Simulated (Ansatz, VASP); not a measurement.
# CuC2: VASP beside Ansatz

Wanted: the spread between two codes on one cell, functional and k mesh. The cell is invented: As first built, before any earlier steps moved the atoms (in the runner's words): it takes the Si2Ni structure with all of its atoms replaced by other elements, volume scaled by an estimate. It may not be a known or stable phase. The cell is taken from a series of VASP runs on this material, whose earlier steps may have relaxed, scaled or displaced it; both programs get it as it stands. Valence electrons are named where the data sets of a main pair hold unlike numbers.

Program: Ansatz 0.2.0. Level of theory: plane waves, with VASP 6.6.1 beside it; single point at LDA and band structure at LDA. Results are calculated unless marked as measured.

**1. The structure**

The structure is cubic, space group Fm-3m (No. 225). The conventional cell has a = 4.695 Å, b = 4.695 Å, c = 4.695 Å, α = 90.00°, β = 90.00°, γ = 90.00°. Cu has 8 C at 2.03 Å nearest. C has 4 Cu at 2.03 Å nearest. As first built, before any earlier steps moved the atoms (in the runner's words): sites of the Si2Ni structure (space group 225) filled with other elements, volume scaled by an estimate. Farther neighbours are not listed.

As a file:

```cif
data_structure
_symmetry_space_group_name_H-M 'Fm-3m'
_symmetry_Int_Tables_number 225
_cell_length_a 4.6952
_cell_length_b 4.6952
_cell_length_c 4.6952
_cell_angle_alpha 90.000
_cell_angle_beta 90.000
_cell_angle_gamma 90.000
_cell_volume 103.51
loop_
_atom_site_label
_atom_site_type_symbol
_atom_site_symmetry_multiplicity
_atom_site_Wyckoff_symbol
_atom_site_fract_x
_atom_site_fract_y
_atom_site_fract_z
_atom_site_occupancy
Cu1 Cu 4 a 0.00000 0.00000 0.00000 1
C1 C 8 c 0.25000 0.75000 0.75000 1
```

**2. Ansatz: single point, LDA**

Ansatz runs on its default PAW (the set named soft_2) files.

A single point gives forces, pressure and levels at one fixed geometry, so differences don't come from the geometry; what else differs is listed under the comparison.

The input, input.yaml:

```yaml
crystal:
  lattice:
    - [0.0, 2.3476160804, 2.3476160804]
    - [2.3476160804, 0.0, 2.3476160804]
    - [2.3476160804, 2.3476160804, 0.0]
  atoms:
    - { symbol: Cu, position: [0.0, 0.0, 0.0] }
    - { symbol: C, position: [0.25, 0.25, 0.25] }
    - { symbol: C, position: [0.75, 0.75, 0.75] }
hamiltonian:
  xc: lda
  pseudopotentials: { kind: paw }
kpoints:
  mp_grid: { grid: [8, 8, 8] }
scf:
  occupations: { method: fermi_dirac, width: 0.05 }
  n_extra_bands: 4
output:
  forces: true
  stress: true
  eigenvalues: true
```

The run is started by

```
$ ansatz run input.yaml --threads 2 --pin off --max-ram 4608MiB --backend cpu --events-out ev --progress --plain --runs-dir out
```

Numbers of over 12 decimals in the logs are rounded to 6 here.

Log:

```text
scf.n_extra_bands = 4 over 14 filled bands (N_el = 27.0): the run solves 18 bands
Engine: ansatz 0.2.0, aarch64-unknown-linux-gnu
Pseudopotentials: kind: paw
Pseudopotential: Cu, paw, valence charge 19, recommended cutoff 420 eV (normal), Cu.paw.azcp
Pseudopotential: C, paw, valence charge 4, recommended cutoff 420 eV (normal), C.paw.azcp
Functional definition: SPW92
  exchange = slater_x
  correlation = pw_c
Crystal: 3 atoms, lattice volume = 25.877 Å³
Basis set: ecut = 420 eV, 531 PW (Γ)
Bands: 18, of which v1, the nominal top of the filled ones, is band 14 counted from 1 (13 counted from 0)
Symmetry: 48 space group operations
Space group: Fm-3m (ITA 225), of the structure as read, at distance tolerance 3.0e-5 Å
k-points: 29 of 512
Non-local potential: Cu, projectors of the file, l = 0: 3, l = 1: 2, l = 2: 3, l = 3: 1
Non-local potential: C, projectors of the file, l = 0: 2, l = 1: 2, l = 2: 1
PAW form: soft (Blöchl's): semilocal exchange-correlation on the pseudo side does not see the compensation charge
PAW frozen core: Cu, regenerated for the run's functional, and the local potential with it (the file was generated under x = pbe(κ = 0.804, μ = 0.219515), c = pbe(β = 0.066725))
PAW frozen core: C, regenerated for the run's functional, and the local potential with it (the file was generated under x = pbe(κ = 0.804, μ = 0.219515), c = pbe(β = 0.066725))
PAW one-centre angular grid: Cu, 590 points (default); XC on 64 Gauss nodes
PAW one-centre angular grid: C, 110 points (default); XC on 64 Gauss nodes
Initial density: superposition of atomic densities (neutral atoms: chi_scale 0, normalization atom), corrected by the library's trained network
Initial wavefunctions: pseudopotential atomic-orbital guess
Functional: x = slater, c = lda
SCF iter   1: F=—  HF=-7034.298852 eV  |F-HF|=—  |Δ(HF+E_count)|=         —  Δρ=1.13e-2  dr2=3.65e-2  ethr=1.77e-3  ⟨swp⟩=5.4  Hψ=2177  notcnv=0
preconditioner: auto → LDOS  [metal: Δε(μ)=0.008 eV  Ē_g=10.046 eV  σ=0.050 eV  W_gap=0.04  n_scr=14 (ndim 8)  ℏωp=31.8 eV  f_vac=0.015  D(μ)=3.05/eV (n_scr^D=50)  β→1.0]
SCF iter   2: F=—  HF=-7034.307878 eV  |F-HF|=—  |Δ(HF+E_count)|=   9.03e-3  Δρ=2.72e-2  dr2=1.21e-1  ethr=1.35e-4  ⟨swp⟩=2.1  Hψ=1282  notcnv=0
SCF iter   3: F=—  HF=-7034.292071 eV  |F-HF|=—  |Δ(HF+E_count)|=   1.58e-2  Δρ=1.41e-2  dr2=3.63e-2  ethr=1.35e-4  ⟨swp⟩=2.1  Hψ=795  notcnv=0
SCF iter   4: F=—  HF=-7034.286284 eV  |F-HF|=—  |Δ(HF+E_count)|=   5.79e-3  Δρ=5.41e-4  dr2=1.87e-5  ethr=1.34e-4  ⟨swp⟩=2.6  Hψ=813  notcnv=0
SCF iter   5: F=—  HF=-7034.286306 eV  |F-HF|=—  |Δ(HF+E_count)|=   2.25e-5  Δρ=9.61e-4  dr2=1.64e-4  ethr=6.94e-8  ⟨swp⟩=2.0  Hψ=928  notcnv=0
SCF iter   6: F=—  HF=-7034.286285 eV  |F-HF|=—  |Δ(HF+E_count)|=   2.09e-5  Δρ=9.73e-5  dr2=1.44e-6  ethr=6.94e-8  ⟨swp⟩=2.0  Hψ=800  notcnv=0
SCF iter   7: F=-7034.286285 eV  HF=-7034.286285 eV  |F-HF|=5.02e-8  |Δ(HF+E_count)|=   1.84e-7  Δρ=1.58e-5  dr2=4.46e-8  ethr=3.70e-10  ⟨swp⟩=3.2  Hψ=1847  notcnv=0
SCF 1 converged in 7 iterations: F = -7034.286285 eV  dr2 = 4.46e-8
  greatest PAW one-centre occupation: 1.000 electrons in one spin orbital (limit 2), on the Cu atom at site 0 (counted from 0), in its partial waves of l = 0
SCF converged after 7 iterations
Free energy (F): -7034.286285 eV
Harris-Foulkes:  -7034.286285 eV  (|F-HF|=5.02e-8)
Internal energy: -7034.263355 eV  (E = F + TS)
E sigma→0 (E₀):  -7034.274820 eV
Entropy (-TS):   -0.022930 eV (-7.643 meV/atom)
Fermi energy:    13.211696 eV
--- Per-component energies (eV) ---
  E_band       = -410.838864
  E_kinetic    = 461.915841
  E_local      = -4962.652223  (includes V_loc(G=0)·N_el)
  E_nonlocal   = 439.181420
  E_hartree    = 2161.535455
  E_xc         = -183.766407
  E_vxc        = -233.172946  (∫ρ·V_xc dr)
  E_paw        = -1760.729810  (= ΣΔE_a)
  E_vpaw       = -439.162735  (= ΣTr[D̂ρ^β])
  E_aug_tail   = 0.000403  (compensation charges beyond the density's cutoff)
  E_ewald      = -3190.323359
  E_core_change = 0.575325  (= ΣΔE_core)
  E_smearing   = -0.022930  (= −TS)
  E_closure    = 0.000000  (closes the sum)
  Σ components = -7034.286285   (vs F -7034.286285, Δ=0.00e0)
--- Forces (eV/Å), atoms counted from 1 ---
  atom   1  Cu    -0.00000000     0.00000000    -0.00000000
  atom   2  C     -0.00000000     0.00000000     0.00000000
  atom   3  C     -0.00000000     0.00000000     0.00000000
  max |Σ_I F_I| component: 1.39e-17 eV/Å
--- Stress (GPa, compression-positive) ---
       -0.850098       0.000000      -0.000000
        0.000000      -0.850098       0.000000
       -0.000000       0.000000      -0.850098
  P = ⅓ Tr σ = -0.8501 GPa (-8.501 kbar)
--- Band table (eV; the first three rows and the last of 29) ---
  k-point 0: bands = [... 10 lower, 9.0404, 14.3297, 14.3297, 14.3297, 15.4984, 15.4984, 15.4984, 22.4118]
  k-point 1: bands = [... 10 lower, 9.6790, 13.2330, 13.9604, 13.9604, 15.3877, 15.3877, 15.6333, 22.6466]
  k-point 2: bands = [... 10 lower, 10.0735, 12.2172, 13.0866, 13.0866, 15.1568, 15.1568, 15.3007, 23.3611]
  k-point 28: bands = [... 10 lower, 8.3845, 9.0811, 10.0606, 14.4224, 14.4224, 17.5515, 18.4724, 23.5901]
```

Elapsed: 1.2 s, on 2 threads of Arm Neoverse N1, shared host; peak memory 0.27 GiB; 1.9 s of CPU time.

The run ends at a pressure of -0.85 GPa.

**3. VASP: single point, LDA**

The same cell, functional (in two slightly different forms), mesh and smearing now go to VASP, with its own data sets.

Lines of VASP's logs that name or quote its potential files are left out, and so is its time.

The input, INCAR:

```
SYSTEM = CuC2
PREC = Accurate
ENCUT = 520
EDIFF = 1E-06
NELM = 100
ISMEAR = -1
SIGMA = 0.05
LREAL = .FALSE.
ALGO = Normal
GGA = CA
LORBIT = 11
LWAVE = .FALSE.
LCHARG = .TRUE.
ISIF = 2
LELF = .TRUE.
LVHAR = .TRUE.
```

The input, POSCAR:

```
CuC2
1.0
    0.0000000000      2.3476160804      2.3476160804
    2.3476160804      0.0000000000      2.3476160804
    2.3476160804      2.3476160804      0.0000000000
Cu C
1 2
Direct
    0.0000000000      0.0000000000      0.0000000000
    0.2500000000      0.2500000000      0.2500000000
    0.7500000000      0.7500000000      0.7500000000
```

The input, KPOINTS:

```
Automatic mesh
0
Gamma
8 8 8
0 0 0
```

PAW data sets: Cu and C (LDA family, release 64).

The run is started by

```
$ mpirun -np 1 vasp_std
```

Log:

```text
[banner, memory and clock lines left out]
running    1 mpi-ranks, on    1 nodes
 distrk:  each k-point on    1 cores,    1 groups
 distr:  one band on    1 cores,    1 groups

 POSCAR found type information on POSCAR CuC
 POSCAR found :  2 types and       3 ions
 LDA part: xc-table for (Slater(with rela. corr.)+CA(PZ))
 , standard interpolation
 POSCAR, INCAR and KPOINTS ok, starting setup
 FFT: planning ... GRIDC
 FFT: planning ... GRID_SOFT
 FFT: planning ... GRID
 WAVECAR not read
 entering main loop
       N       E                     dE             d eps       ncg     rms          rms(c)
DAV:   1     0.101139688469E+03    0.10114E+03   -0.94275E+03   786   0.203E+03
DAV:   2    -0.133667854476E+02   -0.11451E+03   -0.10900E+03   829   0.338E+02
DAV:   3    -0.234265583698E+02   -0.10060E+02   -0.93334E+01   973   0.953E+01
DAV:   4    -0.238608776371E+02   -0.43432E+00   -0.42936E+00   933   0.186E+01
DAV:   5    -0.238727773192E+02   -0.11900E-01   -0.11897E-01   946   0.323E+00    0.267E+01
DAV:   6    -0.361397861406E+02   -0.12267E+02   -0.16863E+02   770   0.541E+02    0.224E+01
DAV:   7    -0.195466585171E+02    0.16593E+02   -0.35317E+01   889   0.184E+02    0.951E+00
DAV:   8    -0.179330932200E+02    0.16136E+01   -0.35184E+00  1147   0.692E+01    0.465E+00
DAV:   9    -0.175103864219E+02    0.42271E+00   -0.18103E+00  1099   0.578E+01    0.129E+00
DAV:  10    -0.175278504275E+02   -0.17464E-01   -0.37512E-01  1067   0.855E+00    0.639E-01
DAV:  11    -0.175246467794E+02    0.32036E-02   -0.78840E-03   844   0.858E-01    0.523E-01
DAV:  12    -0.175361116544E+02   -0.11465E-01   -0.83040E-02  1069   0.128E+01    0.103E+00
DAV:  13    -0.175202964998E+02    0.15815E-01   -0.37290E-02   943   0.931E+00    0.306E-02
DAV:  14    -0.175205576255E+02   -0.26113E-03   -0.23226E-03  1001   0.108E+00    0.106E-01
DAV:  15    -0.175204541087E+02    0.10352E-03   -0.14511E-04  1132   0.449E-01    0.562E-02
DAV:  16    -0.175204106386E+02    0.43470E-04   -0.90218E-05  1053   0.409E-01    0.762E-03
DAV:  17    -0.175204115875E+02   -0.94891E-06   -0.14248E-05   842   0.370E-02    0.575E-03
DAV:  18    -0.175204116102E+02   -0.22711E-07   -0.31496E-07   377   0.640E-03
   1 F= -.17520412E+02 E0= -.17508489E+02  d E =-.238453E-01
```

OUTCAR, selected parts (step 3):

```text
ion  position               nearest neighbor table
   1  0.000  0.000  0.000-   3 2.03   3 2.03   3 2.03   2 2.03   3 2.03   2 2.03   2 2.03   2 2.03

  LATTYP: Found a face centered cubic cell.
 ALAT       =     4.6952321608

 Subroutine GETGRP returns: Found 48 space group operations
 (whereof 48 operations were pure point group operations)

The static configuration has the point symmetry O_h .

 Found     29 irreducible k-points:

   k-points           NKPTS =     29   k-points in BZ     NKDIM =     29   number of bands    NBANDS=     13

   dimension x,y,z NGX =    28 NGY =   28 NGZ =   28
   dimension x,y,z NGXF=    56 NGYF=   56 NGZF=   56

   ENCUT  =  520.0 eV  38.22 Ry    6.18 a.u.   6.17  6.17  6.17*2*pi/ulx,y,z

   NELECT =      19.0000    total number of electrons

 k-points in reciprocal lattice and weights: Automatic mesh
   0.00000000  0.00000000  0.00000000       0.002
   0.12500000  0.00000000  0.00000000       0.016
   0.25000000  0.00000000  0.00000000       0.016
   0.37500000  0.00000000  0.00000000       0.016
   0.50000000  0.00000000  0.00000000       0.008
   0.12500000  0.12500000  0.00000000       0.012
   0.25000000  0.12500000  0.00000000       0.047
   0.37500000  0.12500000  0.00000000       0.047
   0.50000000  0.12500000  0.00000000       0.047
[...]
-0.37500000  0.50000000  0.12500000       0.023
  -0.25000000  0.50000000  0.25000000       0.012

 average (electrostatic) potential at core
       1 -66.2245       2 -52.8127       3 -52.8127

 E-fermi :   7.6201

 k-point     1 :       0.0000    0.0000    0.0000
  band No.  band energies     occupation
    ...
      3       0.7644      2.00000
      4       0.7644      2.00000
      5       3.0694      2.00000
      6       3.0694      2.00000
      7       3.4738      2.00000
      8       8.7091      0.00000
      9       8.7091      0.00000
     10       8.7091      0.00000
     11       9.9334      0.00000
     12       9.9334      0.00000
    ...

 k-point     2 :       0.1250    0.0000    0.0000
  band No.  band energies     occupation
    ...
      4       0.8683      2.00000
      5       3.0249      2.00000
      6       3.0249      2.00000
      7       4.0999      2.00000
      8       7.6398      0.80551
      9       8.3534      0.00000
     10       8.3534      0.00000
     11       9.8096      0.00000
     12       9.8096      0.00000
     13      10.0545      0.00000

 k-point     3 :       0.2500    0.0000    0.0000
  band No.  band energies     occupation
    ...
      6       2.9687      2.00000
      7       4.4697      2.00000
      8       6.6573      2.00000
      9       7.5008      1.83154
     10       7.5008      1.83154
     11       9.5593      0.00000
     12       9.5593      0.00000
     13       9.7203      0.00000

  Total        0.0516008      0.0516008      0.0516008      0.0000000      0.0000000     -0.0000000
  in kB        3.1948864      3.1948864      3.1948864      0.0000000      0.0000000     -0.0000000
  external PRESSURE =       3.1948864 kB  Pullay stress =       0.0000000 kB

  energy-cutoff  :      520.00
  volume of cell :       25.88
      direct lattice vectors                 reciprocal lattice vectors
     0.000000000  2.347616080  2.347616080    -0.212982014  0.212982014  0.212982014
     2.347616080  0.000000000  2.347616080     0.212982014 -0.212982014  0.212982014
     2.347616080  2.347616080  0.000000000     0.212982014  0.212982014 -0.212982014

 POSITION                                       TOTAL-FORCE (eV/Angst)
 -----------------------------------------------------------------------------------
      0.00000      0.00000      0.00000        -0.000000      0.000000     -0.000000
      1.17381      1.17381      1.17381        -0.000000     -0.000000     -0.000000
      3.52142      3.52142      3.52142         0.000000      0.000000      0.000000
 -----------------------------------------------------------------------------------
    total drift:                               -0.000000     -0.000000      0.000000

  FREE ENERGIE OF THE ION-ELECTRON SYSTEM (eV)
  ---------------------------------------------------
  free  energy   TOTEN  =       -17.5204116102 eV

  energy  without entropy=      -17.4965662714  energy(sigma->0) =      -17.50848894

 total charge
# of ion       s       p       d       tot
------------------------------------------
    1        0.522   0.791   9.075  10.388
    2        0.954   1.218   0.000   2.173
    3        0.954   1.218   0.000   2.173
--------------------------------------------------
tot          2.431   3.228   9.075  14.734

[... 3 further parts left out ...]
```

This run has no spin polarisation. Its electron count is odd, so without a moment it is a metal by construction.

**4. Comparison**

Known differences besides the potentials themselves: the two LDA forms differ slightly; the data sets hold 27 valence electrons in Ansatz (on its default PAW (the set named soft_2) files) and 19 in VASP; the cutoff is 420 eV in Ansatz and 520 eV in VASP; VASP's log shows a relativistic correction to its local exchange, Ansatz's none. Total energies have different zeros and are not compared.

The two programs side by side:

```csv
quantity,Ansatz,VASP,difference
pressure (GPa),-0.85,0.32,-1.17
pressure without Ansatz's Pulay correction (GPa),-1.39,0.32,-1.71
```

Ansatz's pressure holds a Pulay correction of 0.54 GPa; VASP's holds none.

**5. What the set-up changes**

Further runs change the set-up of one program: Ansatz's method, potentials or start, or VASP's data sets, cutoff or form of LDA. The table gives Ansatz less VASP for each quantity, since a change that brings one quantity closer may part another.

```csv
run,pressure (GPa),pressure without Ansatz's Pulay correction (GPa)
as above,-1.2,-1.7
Ansatz's larger PAW set (cutoff 1050 eV),-1.2,-1.2
norm-conserving potentials (cutoff 1252 eV),-0.86,
```

(Part 1 of 2 ends here.)

[Lines on the potential files, build, host, timing and source positions are cut from VASP's logs without a mark.]

[Logs are printed without paths, hosts, clocks, repeated set-up lines and the standing remarks that a program may print on its own settings, such as how far it seeks lower states.]

[Hosts, paths, dates, database ids (printed as entryN), source tags and the programs' standing remarks are cut or masked in the printed files.]
